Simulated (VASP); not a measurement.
# GaGe (F-43m) in VASP: further runs, part 3 of 3

VASP 6.6.1. Earlier steps stand in the parts before.

## 5. Single point, r2SCAN

INCAR reads:

```
SYSTEM = GaGe
PREC = Low ; ENCUT = 450
EDIFF = 1E-6 ; ISMEAR = -1
SIGMA = 0.1 ; LREAL = .False.
LASPH = .True. ; NELM = 100
ALGO = Normal ; ISIF = 2
LWAVE = .False. ; LCHARG = .False.
METAGGA = R2SCAN ; LMIXTAU = .True.
NBANDS = 10 ; ADDGRID = .False.
```

KPOINTS reads:

```
regular mesh
0
Gamma
  5 5 5
  0 0 0
```

POSCAR reads:

```
GaGe
1.0
    0.0000000000      2.8978440000      2.8978440000
    2.8978440000      0.0000000000      2.8978440000
    2.8978440000      2.8978440000      0.0000000000
Ge Ga
1 1
Direct
    0.0000000000      0.0000000000      0.0000000000
    0.2500000000      0.2500000000      0.2500000000
```

Potentials or basis: VASP PAW PBE potentials, release 64 (Ge, Ga).

Command:

```console
$ cat potpaw_PBE.64/Ge/POTCAR potpaw_PBE.64/Ga/POTCAR > POTCAR
$ mpirun -np 1 vasp_std > vasp.out
```

OUTCAR:

```text
SYSTEM = GaGe
   PREC = Low
   ENCUT = 450
   EDIFF = 1E-6
   ISMEAR = -1
   LREAL = .False.
   LASPH = .True.
   NELM = 100
   ISIF = 2
   METAGGA = R2SCAN

 Found     10 irreducible k-points:

 Following reciprocal coordinates:
            Coordinates               Weight
  0.000000  0.000000  0.000000      1.000000
  0.200000  0.000000  0.000000      8.000000
  0.400000  0.000000  0.000000      8.000000
  0.200000  0.200000  0.000000      6.000000
  0.400000  0.200000  0.000000     24.000000
 -0.400000  0.200000  0.000000     24.000000
   k-points           NKPTS =     10   k-points in BZ     NKDIM =     10   number of bands    NBANDS=     10
   number of dos      NEDOS =    301   number of ions     NIONS =      2
   total plane-waves  NPLWV =  13824
   dimension x,y,z NGX =    24 NGY =   24 NGZ =   24
   dimension x,y,z NGXF=    24 NGYF=   24 NGZF=   24
   ions per type =               1   1
   NGX,Y,Z   is equivalent  to a cutoff of   9.74,  9.74,  9.74 a.u.
   NGXF,Y,Z  is equivalent  to a cutoff of   9.74,  9.74,  9.74 a.u.
 SYSTEM =  GaGe
   PREC   = low       normal or accurate (medium, high low for compatibility)
   ISTART =      0    job   : 0-new  1-cont  2-samecut
   ICHARG =      2    charge: 1-file 2-atom 10-const
   ISPIN  =      1    spin polarized calculation?
   LNONCOLLINEAR =      F non collinear calculations
   LSORBIT =      F    spin-orbit coupling
   LASPH  =      T    aspherical Exc in radial PAW
   ENCUT  =  450.0 eV  33.07 Ry    5.75 a.u.   7.09  7.09  7.09*2*pi/ulx,y,z
   NELM   =    100;   NELMIN=  2; NELMDL= -5     # of ELM steps
   EDIFF  = 0.1E-05   stopping-criterion for ELM
   LREAL  =      F    real-space projection
   EDIFFG = 0.1E-04   stopping-criterion for IOM
   NSW    =      0    number of steps for IOM
   IBRION =     -1    ionic relax: 0-MD 1-quasi-New 2-CG
   NFREE  =      0    steps in history (QN), initial steepest desc. (CG)
   ISIF   =      2    stress and relaxation
   ISYM   =      2    0-nonsym 1-usesym 2-fastsym
   POTIM  = 0.5000    time-step for ionic-motion
   TEBEG  =    0.0;   TEEND  =   0.0 temperature during run
   PSTRESS=    0.0 pullay stress
   NELECT =       7.0000    total number of electrons
   NUPDOWN=      -1.0000    fix difference up-down
   EMIN   =  10.00;   EMAX   =-10.00  energy-range for DOS
   EFERMI =   0.00;   METHOD = LEGACY
   ISMEAR =    -1;   SIGMA  =   0.10  broadening in eV -4-tet -1-fermi 0-gaus
   EFERMI_NEDOS =   21; number of points for ismear=-14 and -15
   IALGO  =     38    algorithm
   IMIX   =      4    mixing-type and parameters
     AMIX     =   0.40;   BMIX     =  1.00
     AMIX_MAG =   1.60;   BMIX_MAG =  1.00
  volume/ion in A,a.u.               =      24.33       164.22
  Fermi-wavevector in a.u.,A,eV,Ry     =   0.857740  1.620894 10.010058  0.735719
  Thomas-Fermi vector in A             =   1.974840
   LORBIT       =      0    0 simple, 1 ext, 2 COOP (PROOUT), +10 PAW based schemes
   METAGGA = R2SCAN    functional components
   LHFCALC =     F    Hartree Fock is set to
   AEXX    =    0.0000 exact exchange contribution
   IVDW    =     0    specifies the selected vdW correction
   LEPSILON=     F    determine dielectric tensor
   LRPA    =     F    only Hartree local field effects (RPA)
 non-spin polarized calculation
  energy-cutoff  :      450.00
  volume of cell :       48.67
 maximum number of plane-waves:      1073
   NGX = 15   NGY = 15   NGZ = 15

 number of electron       6.9999960 magnetization

 Free energy of the ion-electron system (eV)
  ---------------------------------------------------
  ext. energy  EPLUGINS =         0.00000000
  ---------------------------------------------------
  free energy    TOTEN  =       -24.99999176 eV

  energy without entropy =      -24.96709228  energy(sigma->0) =      -24.98354202

 E-fermi :   1.1673     XC(G=0):  -9.1485

 val. band max:        1.0360698562   @ k =  -0.4000   0.2000   0.0000
 cond. band min:       1.3376417395   @ k =   0.2000   0.2000   0.0000
 fundamental gap:      0.3015718833
 Fermi energy:         1.1673449561

 k-point     1 :       0.0000    0.0000    0.0000
  band No.  band energies     occupation
      1      -9.8021      2.00000
      2       2.9168      0.00000
      3       2.9169      0.00000
      4       2.9169      0.00000
      5       3.7707      0.00000
      6       5.8005      0.00000
      7       5.8005      0.00000
      8       5.8005      0.00000
      9       9.6065      0.00000
     10      12.2582      0.00000
[... 53 lines left out ...]
 k-point     6 :      -0.4000    0.2000    0.0000
  band No.  band energies     occupation
      1      -7.4627      2.00000
      2      -4.1950      2.00000
      3      -0.7198      2.00000
      4       1.0361      1.57595
      5       4.9065      0.00000
      6       7.3967      0.00000
      7       8.2062      0.00000
      8      10.4135      0.00000
      9      11.3949      0.00000
     10      12.2887      0.00000

 [... further k-points ...]

------------------------ aborting loop because EDIFF is reached ----------------------------------------

  FORCE on cell =-STRESS in cart. coord.  units (eV):
  Direction    XX          YY          ZZ          XY          YZ          ZX
  --------------------------------------------------------------------------------------
  -------------------------------------------------------------------------------------
  Total       -0.7173593     -0.7173593     -0.7173593     -0.0000000      0.0000000      0.0000000
  in kB      -23.6152381    -23.6152381    -23.6152381     -0.0000000      0.0000000      0.0000000
  external PRESSURE =     -23.6152381 kB  Pullay stress =       0.0000000 kB

 VOLUME and BASIS-vectors are now :
 -----------------------------------------------------------------------------
  energy-cutoff  :      450.00
  volume of cell :       48.67
      direct lattice vectors                 reciprocal lattice vectors
     0.000000000  2.897844000  2.897844000    -0.172542069  0.172542069  0.172542069
     2.897844000  0.000000000  2.897844000     0.172542069 -0.172542069  0.172542069
     2.897844000  2.897844000  0.000000000     0.172542069  0.172542069 -0.172542069

 POSITION                                       TOTAL-FORCE (eV/Angst)
 -----------------------------------------------------------------------------------
      0.00000      0.00000      0.00000         0.000000      0.000000     -0.000000
      1.44892      1.44892      1.44892        -0.000000     -0.000000      0.000000
 -----------------------------------------------------------------------------------
    total drift:                                0.000042      0.000042      0.000042

  FREE ENERGIE OF THE ION-ELECTRON SYSTEM (eV)
  ---------------------------------------------------
  free  energy   TOTEN  =       -24.9999917622 eV

  energy  without entropy=      -24.9670922825  energy(sigma->0) =      -24.98354202
```

OSZICAR:

```text
N       E                     dE             d eps       ncg     rms          rms(c)
DAV:   1    -0.105821658882E+02   -0.10582E+02   -0.25594E+03   200   0.489E+02
DAV:   2    -0.250410000360E+02   -0.14459E+02   -0.14044E+02   250   0.702E+01
DAV:   3    -0.256024569569E+02   -0.56146E+00   -0.55496E+00   252   0.123E+01
DAV:   4    -0.256041757004E+02   -0.17187E-02   -0.17185E-02   236   0.806E-01
DAV:   5    -0.256041774772E+02   -0.17768E-05   -0.17768E-05   250   0.264E-02    0.298E+00
DAV:   6    -0.249420968942E+02    0.66208E+00   -0.17531E-01   200   0.264E+00    0.197E+00
DAV:   7    -0.250346392051E+02   -0.92542E-01   -0.11054E-01   200   0.209E+00    0.209E-01
DAV:   8    -0.249610207529E+02    0.73618E-01   -0.95094E-02   200   0.199E+00    0.224E-01
DAV:   9    -0.249858922618E+02   -0.24872E-01   -0.50754E-03   208   0.456E-01    0.821E-02
DAV:  10    -0.249982950750E+02   -0.12403E-01   -0.55969E-03   200   0.588E-01    0.340E-02
DAV:  11    -0.249992222662E+02   -0.92719E-03   -0.12975E-04   228   0.811E-02    0.221E-02
DAV:  12    -0.249997440037E+02   -0.52174E-03   -0.37490E-04   200   0.149E-01    0.123E-02
DAV:  13    -0.249999386817E+02   -0.19468E-03   -0.78310E-05   214   0.679E-02    0.560E-03
DAV:  14    -0.249999727154E+02   -0.34034E-04   -0.57178E-06   216   0.170E-02    0.346E-03
DAV:  15    -0.249999862108E+02   -0.13495E-04   -0.33843E-06   208   0.125E-02    0.160E-03
DAV:  16    -0.249999917589E+02   -0.55482E-05   -0.33065E-06   206   0.142E-02    0.608E-04
DAV:  17    -0.249999917622E+02   -0.32708E-08   -0.12249E-07   108   0.256E-03
   1 F= -.24999992E+02 E0= -.24983542E+02  d E =-.328995E-01
```

Wall time 12 s (1 thread of Intel Xeon Platinum 8488C (Sapphire Rapids), shared host); peak memory 0.11 GiB.

These settings aren't checked as converged: the numbers below hold their error.

What came out:

| Property | Result |
| --- | --- |
| Free energy | -25.0000 eV |
| Pressure | -2.4 GPa |
| Band gap on the k mesh | none (metal or under the smearing width) |

Caveat: the k mesh is coarse (spacing up to 0.38 Å⁻¹), so the values aren't converged; the PAW data sets were made with another functional, which shifts forces and pressure a little.

## 6. The reference run

An earlier run on the cell as given: functional PBE; potentials or basis VASP PAW PBE potentials, release 64 (Ge_d, Ga_d); cutoff 520 eV; k mesh 8 × 8 × 8; occupations fermi-dirac, width 0.05 eV; no spin polarisation.

* Pressure: 0.3 GPa
* Band gap on the k mesh: none (metal or under the smearing width)
